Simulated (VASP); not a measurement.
Input for VASP

**KPOINTS**
```
Automatic
0
Gamma
7 7 7
```

### POSCAR
```
NaAg2
1
    0.0000000000     4.0259460000     4.0259460000
    4.0259460000     0.0000000000     4.0259460000
    4.0259460000     4.0259460000     0.0000000000
Na Ag
2 4
Direct
  0.2500000000   0.2500000000   0.2500000000
  0.0000000000   0.0000000000   0.0000000000
  0.6250000000   0.1250000000   0.6250000000
  0.6250000000   0.6250000000   0.6250000000
  0.1250000000   0.6250000000   0.6250000000
  0.6250000000   0.6250000000   0.1250000000
```

**INCAR**
```
# general
SYSTEM  = NaAg2
PREC    = Accurate
ENCUT   = 300
LREAL   = F
LASPH   = T

# electronic loop
EDIFF   = 1E-6
NELM    = 100
ALGO    = Normal
LMAXMIX = 4

# smearing
ISMEAR  = -1
SIGMA   = 0.136

# ions
ISIF    = 2

# output
LWAVE   = F
LCHARG  = F
```

POTCAR, in this order: Na_pv Ag (LDA.64 set). Program: vasp_std.

Question: Translate this LDA calculation to Quantum ESPRESSO's pw.x.

Answer: One equivalent input (not run):
```
&CONTROL
  calculation = 'scf'
  pseudo_dir = './pseudo'
  outdir = './out'
  tprnfor = .true.
  tstress = .true.
/
&SYSTEM
  ibrav = 0
  nat = 6
  ntyp = 2
  ecutwfc = 88
  occupations = 'smearing'
  smearing = 'fermi-dirac'
  degauss = 0.009996
  input_dft = 'pz'
/
&ELECTRONS
  conv_thr = 7.3e-08
  electron_maxstep = 100
/
ATOMIC_SPECIES
  Na 22.990 Na.upf
  Ag 107.868 Ag.upf
CELL_PARAMETERS angstrom
     0.0000000    4.0259460    4.0259460
     4.0259460    0.0000000    4.0259460
     4.0259460    4.0259460    0.0000000
ATOMIC_POSITIONS crystal
  Na   0.2500000  0.2500000  0.2500000
  Na   0.0000000  0.0000000  0.0000000
  Ag   0.6250000  0.1250000  0.6250000
  Ag   0.6250000  0.6250000  0.6250000
  Ag   0.1250000  0.6250000  0.6250000
  Ag   0.6250000  0.6250000  0.1250000
K_POINTS automatic
  7 7 7 0 0 0
```
The two are equivalent in intent, not identical: the potentials are each code's own (VASP's PAW set, PseudoDojo norm-conserving files in pw.x), so ENCUT and ecutwfc are chosen apart and not converted; conv_thr bounds pw.x's estimated SCF error, while EDIFF bounds the energy change between steps.

The structure comes from a computed database's NaAg2 entry; how it stands against other phases isn't given here. The cell was not relaxed at this level.
